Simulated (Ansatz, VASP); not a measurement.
# MoS2 in two plane-wave programs

Wanted: the spread between two codes on one cell, functional and k mesh. The structure shown comes from an earlier Ansatz run, which isn't shown and may have moved the atoms alone.

Method: plane waves, with VASP 6.6.1 beside it; elastic constants at PBEsol, in Ansatz 0.2.0.

## 1. Starting point

It takes space group P6_3/mmc (No. 194, hexagonal). Conventional cell: a = 3.128 Å, b = 3.128 Å, c = 14.587 Å, α = 90.00°, β = 90.00°, γ = 120.00°. Nearest to Mo lie 6 S at 2.41 Å. Nearest to S lie 3 Mo at 2.41 Å. Farther neighbours and most contacts between anions are not listed.

## 2. Ansatz: elastic constants, PBEsol, pair 1

Ansatz runs on its default PAW (the set named soft_2) files.

Elastic constants are differences of stresses under small strains, so they test the stress and the mesh.

input.yaml reads:

```yaml
crystal:
  lattice:
    - [3.1282015545, 0.0, 0.0]
    - [-1.5641007772, 2.7091020143, 0.0]
    - [0.0, 0.0, 14.5871859412]
  atoms:
    - { symbol: Mo, position: [0.3333333333, 0.6666666667, 0.25] }
    - { symbol: Mo, position: [0.6666666667, 0.3333333333, 0.75] }
    - { symbol: S, position: [0.3333333333, 0.6666666667, 0.6410653225] }
    - { symbol: S, position: [0.6666666667, 0.3333333333, 0.1410653225] }
    - { symbol: S, position: [0.3333333333, 0.6666666667, 0.8589346775] }
    - { symbol: S, position: [0.6666666667, 0.3333333333, 0.3589346775] }
kpoints:
  mp_grid: { grid: [2, 2, 2] }
hamiltonian:
  xc: pbesol
scf:
  occupations: { method: gaussian, width: 0.02 }
output:
  forces: true
  stress: true
  eigenvalues: true
elastic:
  mode: relaxed_ion
  stencil: two_point
```

On the command line:

```console
$ ansatz run input.yaml --threads 4 --pin off --max-ram 16384MiB --backend cpu --events-out ev --progress --plain --runs-dir out
```

Numbers of over 12 decimals in the logs are rounded to 6 here.

Output:

```text
Engine: ansatz 0.2.0, aarch64-unknown-linux-gnu
Pseudopotentials: kind: paw
Pseudopotential: Mo, paw, valence charge 14, recommended cutoff 420 eV (normal), Mo.paw.azcp
Pseudopotential: S, paw, valence charge 6, recommended cutoff 420 eV (normal), S.paw.azcp
Functional definition: PBEsol
  exchange = pbesol_x
  correlation = pbesol_c
Crystal: 6 atoms, lattice volume = 123.621 Å³
Basis set: ecut = 420 eV, 2377 PW (Γ), exchange–correlation on 48×48×200 points (8 copies of the dense FFT grid, shifted against one another)
Bands: 32, of which v1, the nominal top of the filled ones, is band 26 counted from 1 (25 counted from 0)
Symmetry: 24 space group operations
Space group: P63/mmc (ITA 194), of the structure as read, at distance tolerance 5.0e-5 Å
k-points: 4 of 8
Non-local potential: Mo, projectors of the file, l = 0: 3, l = 1: 2, l = 2: 2, l = 3: 1
Non-local potential: S, projectors of the file, l = 0: 2, l = 1: 2, l = 2: 2
PAW form: soft (Blöchl's): semilocal exchange-correlation on the pseudo side does not see the compensation charge
PAW frozen core: Mo, regenerated for the run's functional, and the local potential with it (the file was generated under x = pbe(κ = 0.804, μ = 0.219515), c = pbe(β = 0.066725))
PAW frozen core: S, regenerated for the run's functional, and the local potential with it (the file was generated under x = pbe(κ = 0.804, μ = 0.219515), c = pbe(β = 0.066725))
PAW one-centre angular grid: Mo, 590 points (default); XC on 64 Gauss nodes
PAW one-centre angular grid: S, 110 points (default); XC on 64 Gauss nodes
Initial density: superposition of atomic densities (neutral atoms: chi_scale 0, normalization atom), corrected by the library's trained network
Initial wavefunctions: pseudopotential atomic-orbital guess
Functional: x = pbesol(κ = 0.804, μ = 0.123457), c = pbesol(β = 0.046)
SCF iter   1: F=—  HF=-13338.753909 eV  |F-HF|=—  |Δ(HF+E_count)|=         —  Δρ=1.45e-2  dr2=1.42e-1  ethr=1.77e-3  ⟨swp⟩=8.0  Hψ=615  notcnv=0
preconditioner: auto → Resta (q_TF=auto, 2.362 Å⁻¹)  ε∞=7.3  [insulator: Δε(μ)=2.373 eV  Ē_g=8.015 eV  σ=0.020 eV  W_gap=1.00  n_scr=28 (ndim 8)  ℏωp=20.0 eV  f_vac=0.164  D(μ)=0.00/eV (n_scr^D=0)  ε∞_Penn≈7.3]
SCF iter   2: F=—  HF=-13338.722225 eV  |F-HF|=—  |Δ(HF+E_count)|=   3.17e-2  Δρ=7.03e-3  dr2=3.99e-2  ethr=2.74e-4  ⟨swp⟩=2.0  Hψ=176  notcnv=0  defer=4
SCF iter   3: F=—  HF=-13338.716877 eV  |F-HF|=—  |Δ(HF+E_count)|=   5.35e-3  Δρ=2.64e-3  dr2=1.41e-2  ethr=7.67e-5  ⟨swp⟩=2.5  Hψ=243  notcnv=0  defer=4
SCF iter   4: F=—  HF=-13338.714939 eV  |F-HF|=—  |Δ(HF+E_count)|=   1.94e-3  Δρ=7.29e-4  dr2=1.84e-3  ethr=2.71e-5  ⟨swp⟩=2.0  Hψ=188  notcnv=0  defer=4
SCF iter   5: F=—  HF=-13338.714831 eV  |F-HF|=—  |Δ(HF+E_count)|=   1.08e-4  Δρ=2.28e-4  dr2=1.92e-4  ethr=3.55e-6  ⟨swp⟩=2.0  Hψ=176  notcnv=0  defer=4
SCF iter   6: F=—  HF=-13338.714920 eV  |F-HF|=—  |Δ(HF+E_count)|=   8.83e-5  Δρ=7.53e-5  dr2=2.25e-5  ethr=3.69e-7  ⟨swp⟩=2.0  Hψ=196  notcnv=0  defer=4
SCF iter   7: F=—  HF=-13338.715037 eV  |F-HF|=—  |Δ(HF+E_count)|=   1.17e-4  Δρ=2.53e-5  dr2=1.13e-6  ethr=4.33e-8  ⟨swp⟩=2.2  Hψ=187  notcnv=0  defer=4
SCF iter   8: F=—  HF=-13338.715049 eV  |F-HF|=—  |Δ(HF+E_count)|=   1.24e-5  Δρ=4.06e-6  dr2=2.49e-8  ethr=2.17e-9  ⟨swp⟩=2.5  Hψ=211  notcnv=0  defer=4
SCF iter   9: F=—  HF=-13338.715049 eV  |F-HF|=—  |Δ(HF+E_count)|=   4.78e-8  Δρ=1.15e-6  dr2=2.20e-9  ethr=4.78e-11  ⟨swp⟩=2.5  Hψ=205  notcnv=0  defer=4
SCF iter  10: F=—  HF=-13338.715049 eV  |F-HF|=—  |Δ(HF+E_count)|=  5.57e-10  Δρ=1.73e-7  dr2=6.38e-11  ethr=4.23e-12  ⟨swp⟩=2.0  Hψ=190  notcnv=0  defer=4
SCF iter  11: F=—  HF=-13338.715049 eV  |F-HF|=—  |Δ(HF+E_count)|=  1.22e-10  Δρ=4.27e-8  dr2=2.77e-12  ethr=1.23e-13 (applied; sched 1.00e-12)  ⟨swp⟩=2.8  Hψ=217  notcnv=0  defer=4
SCF iter  12: F=-13338.715049 eV  HF=-13338.715049 eV  |F-HF|=5.46e-12  |Δ(HF+E_count)|=  9.09e-12  Δρ=8.19e-9  dr2=9.41e-14  ethr=1.00e-12  ⟨swp⟩=7.0  Hψ=661  notcnv=0
SCF 1 converged in 12 iterations: F = -13338.715049 eV  dr2 = 9.41e-14
  greatest PAW one-centre occupation: 0.999 electrons in one spin orbital (limit 2), on the Mo atom at site 1 (counted from 0), in its partial waves of l = 0
relax step   1: F+E_penalty+E_count = -13338.71504906 eV  Δ(F+E_penalty+E_count) = +0.000e0 eV  max|allowed force component| = 6.130e-4 eV/Å  Δτ_max = 0.0000 Å  (12 SCF iters, accepted)
[...]
relax step   3: F+E_penalty+E_count = -13338.71504816 eV  Δ(F+E_penalty+E_count) = -1.211e-8 eV  max|allowed force component| = 1.868e-4 eV/Å  Δτ_max = 0.0000 Å  (8 SCF iters, accepted)
[...]
relax step   4: F+E_penalty+E_count = -13338.71504816 eV  Δ(F+E_penalty+E_count) = -1.195e-9 eV  max|allowed force component| = 3.821e-6 eV/Å  Δτ_max = 0.0000 Å  (5 SCF iters, accepted)
iter 1 solved again at ethr=1.00e-12 eV; its pass at ethr=3.10e-3 eV (dr2=9.86e-11 eV) is discarded
SCF iter   1: F=—  HF=-13338.714961 eV  |F-HF|=—  |Δ(HF+E_count)|=         —  Δρ=5.20e-7  dr2=1.07e-10  ethr=1.00e-12  ⟨swp⟩=3.2  Hψ=916  notcnv=0
SCF iter   2: F=—  HF=-13338.715048 eV  |F-HF|=—  |Δ(HF+E_count)|=   8.77e-5  Δρ=2.61e-7  dr2=4.90e-11  ethr=2.05e-13 (applied; sched 1.00e-12)  ⟨swp⟩=3.0  Hψ=456  notcnv=0
SCF iter   3: F=—  HF=-13338.715048 eV  |F-HF|=—  |Δ(HF+E_count)|=  1.82e-12  Δρ=1.65e-7  dr2=1.06e-11  ethr=9.43e-14 (applied; sched 1.00e-12)  ⟨swp⟩=2.0  Hψ=212  notcnv=0
SCF iter   4: F=—  HF=-13338.715048 eV  |F-HF|=—  |Δ(HF+E_count)|=  1.82e-12  Δρ=1.25e-7  dr2=6.25e-12  ethr=2.03e-14 (applied; sched 1.00e-12)  ⟨swp⟩=1.0  Hψ=192  notcnv=0
SCF iter   5: F=—  HF=-13338.715048 eV  |F-HF|=—  |Δ(HF+E_count)|=  3.64e-12  Δρ=7.61e-8  dr2=2.23e-12  ethr=1.20e-14 (applied; sched 1.00e-12)  ⟨swp⟩=1.0  Hψ=192  notcnv=0
SCF iter   6: F=—  HF=-13338.715048 eV  |F-HF|=—  |Δ(HF+E_count)|=  3.64e-12  Δρ=5.64e-8  dr2=1.28e-12  ethr=4.29e-15 (applied; sched 1.00e-12)  ⟨swp⟩=1.2  Hψ=193  notcnv=0
SCF iter   7: F=—  HF=-13338.715048 eV  |F-HF|=—  |Δ(HF+E_count)|=  3.64e-12  Δρ=4.13e-8  dr2=6.70e-13  ethr=2.45e-15 (applied; sched 1.00e-12)  ⟨swp⟩=2.0  Hψ=217  notcnv=0
SCF iter   8: F=—  HF=-13338.715048 eV  |F-HF|=—  |Δ(HF+E_count)|=  1.82e-12  Δρ=1.92e-8  dr2=1.45e-13  ethr=1.29e-15 (applied; sched 1.00e-12)  ⟨swp⟩=1.5  Hψ=203  notcnv=0
SCF iter   9: F=-13338.715048 eV  HF=-13338.715048 eV  |F-HF|=5.46e-12  |Δ(HF+E_count)|=  3.64e-12  Δρ=1.18e-8  dr2=5.60e-14  ethr=1.00e-12  ⟨swp⟩=4.0  Hψ=547  notcnv=0
SCF 30 converged in 9 iterations: F = -13338.715048 eV  dr2 = 5.60e-14
SCF converged after 10 iterations
Free energy (F): -13338.715049 eV
Harris-Foulkes:  -13338.715049 eV  (|F-HF|=5.46e-12)
Internal energy: -13338.715049 eV  (E = F + TS)
E sigma→0 (E₀):  -13338.715049 eV
Fermi energy:    9.152923 eV
--- Per-component energies (eV) ---
  E_band       = -427.707821
  E_kinetic    = 1315.703535
  E_local      = -5597.910591  (includes V_loc(G=0)·N_el)
  E_nonlocal   = 401.391499
  E_hartree    = 2285.412138
  E_xc         = -750.945527
  E_vxc        = -808.554311  (∫ρ·V_xc dr)
  E_paw        = -8623.722263  (= ΣΔE_a)
  E_vpaw       = -309.162283  (= ΣTr[D̂ρ^β])
  E_aug_tail   = 0.000067  (compensation charges beyond the density's cutoff)
  E_ewald      = -2369.310301
  E_core_change = 0.666396  (= ΣΔE_core)
  E_smearing   = -0.000000  (= −TS)
  E_closure    = 0.000000  (closes the sum)
  Σ components = -13338.715049   (vs F -13338.715049, Δ=0.00e0)
--- Forces (eV/Å), atoms counted from 1 ---
  atom   1  Mo     0.00000000    -0.00000000     0.00000000
  atom   2  Mo    -0.00000000     0.00000000     0.00000000
  atom   3  S      0.00000000    -0.00000000     0.00000003
  atom   4  S     -0.00000000     0.00000000     0.00000003
  atom   5  S      0.00000000    -0.00000000    -0.00000003
  atom   6  S      0.00000000     0.00000000    -0.00000003
  max |Σ_I F_I| component: 1.73e-17 eV/Å
--- Stress (GPa, compression-positive) ---
       -0.010543       0.000000       0.000000
        0.000000      -0.010543       0.000000
        0.000000       0.000000       0.012155
  P = ⅓ Tr σ = -0.0030 GPa (-0.030 kbar)
--- Band table (eV) ---
  k-point 0: bands = [... 22 lower, 6.6504, 6.6504, 7.5550, 8.0460, 10.8583, 10.8583, 10.8608, 10.8608, ... 2 higher]
  k-point 1: bands = [... 22 lower, 6.6490, 6.6490, 7.8475, 7.8475, 10.8595, 10.8595, 10.8595, 10.8595, ... 2 higher]
  k-point 2: bands = [... 22 lower, 7.1532, 7.1711, 7.2396, 7.2396, 10.2601, 10.2646, 10.7997, 10.8858, ... 2 higher]
  k-point 3: bands = [... 22 lower, 7.1621, 7.1621, 7.2398, 7.2398, 10.2623, 10.2623, 10.8434, 10.8434, ... 2 higher]
--- Elastic constants: 3 strain directions × 2 members + reference (group order 24) ---
  dense FFT box of the reference and of every strained cell: 24×24×100
  strains applied: 11, 33, 23; error gains: componentwise 1.00 (the most a stress slope's error grows in a printed constant), spectral 1.41 (1 for all six strains in a standard setting)
  reference relaxed by the batch: 3 steps; max|allowed force component| 6.13e-4 eV/Å at the deck's positions, 2.49e-8 at the last accepted step, 3.15e-8 by the solve of record
  largest displacement 3.3e-5 Å; the constants are those of the deck's cell at these positions:
  atoms:
    - { symbol: Mo, position: [0.333333, 0.666667, 0.250000] }
    - { symbol: Mo, position: [0.666667, 0.333333, 0.75] }
    - { symbol: S, position: [0.333333, 0.666667, 0.641068] }
    - { symbol: S, position: [0.666667, 0.333333, 0.141068] }
    - { symbol: S, position: [0.333333, 0.666667, 0.858932] }
    - { symbol: S, position: [0.666667, 0.333333, 0.358932] }
  C = ∂σ_k/∂η_j (tension-positive GPa; Voigt order 11 22 33 23 13 12):
       201.429     45.366     -0.094      0.000      0.000     -0.000
        45.366    201.429     -0.094      0.000      0.000     -0.000
        -0.025     -0.025      1.371      0.000      0.000     -0.000
         0.000      0.000      0.000      1.159      0.000      0.000
         0.000      0.000      0.000      0.000      1.159      0.000
        -0.000      0.000      0.000      0.000      0.000     78.032
  reference stress σ⁰ (GPa):      0.011      0.011     -0.012     -0.000     -0.000     -0.000
  C* (energy form; C + prestress term) asymmetry max|C*_kj − C*_jk| = 4.614e-2 GPa — a small one proves nothing (zero by symmetry where the batch's group is 432, −43m or m−3m); a large one is finite-difference/SCF noise where every solve meets its electron count
  moduli (Voigt/Reuss/Hill, GPa): K = 54.97/1.35/28.16   G = 40.00/1.83/20.92   E = 50.30   ν = 0.202
  mechanically stable: yes (min eigenvalue of sym C = 1.16 GPa)
  strain η (Voigt 11):  stress-route row diagonal C_11 = 201.43 GPa, energy-path curvature d²(F+E_count+ΔE)/dδ²/Ω₀ = 201.44 GPa
         δ    σ_11 (GPa)             F (eV)   n_scf  n_hpsi   n_pw
    -2.000e-3      -0.3966      -13338.7147473       7    2998   2440   relax 4 steps, max|allowed force component| 7.88e-7 eV/Å
     2.000e-3       0.4091      -13338.7147190       6    2926   2448   relax 3 steps, max|allowed force component| 2.03e-6 eV/Å
  strain η (Voigt 33):  stress-route row diagonal C_33 = 1.37 GPa, energy-path curvature d²(F+E_count+ΔE)/dδ²/Ω₀ = 1.29 GPa
         δ    σ_33 (GPa)             F (eV)   n_scf  n_hpsi   n_pw
    -2.000e-3      -0.0149      -13338.7150300       8    2050   2436   relax 3 steps, max|allowed force component| 1.20e-6 eV/Å
     2.000e-3      -0.0094      -13338.7150573       8    2122   2452   relax 3 steps, max|allowed force component| 1.23e-6 eV/Å
  strain η (Voigt 23):  stress-route row diagonal C_44 = 1.16 GPa, energy-path curvature d²(F+E_count+ΔE)/dδ²/Ω₀ = 1.18 GPa
         δ    σ_23 (GPa)             F (eV)   n_scf  n_hpsi   n_pw
    -2.000e-3      -0.0023      -13338.7150482       8    3222   2446   relax 3 steps, max|allowed force component| 3.05e-5 eV/Å
     2.000e-3       0.0023      -13338.7150482       9    3244   2446   relax 4 steps, max|allowed force component| 3.82e-6 eV/Å
```

The column dr2 measures how far the density is from self-consistency, as an energy; F and HF (Harris–Foulkes) agree once it is small.

(Continued in part 2 of 3.)

[Lines on the potential files, build, host, timing and source positions are cut from VASP's logs without a mark.]

[Logs are printed without paths, hosts, clocks, repeated set-up lines and the standing remarks that a program may print on its own settings, such as how far it seeks lower states.]

[Hosts, paths, dates, database ids (printed as entryN), source tags and the programs' standing remarks are cut or masked in the printed files.]
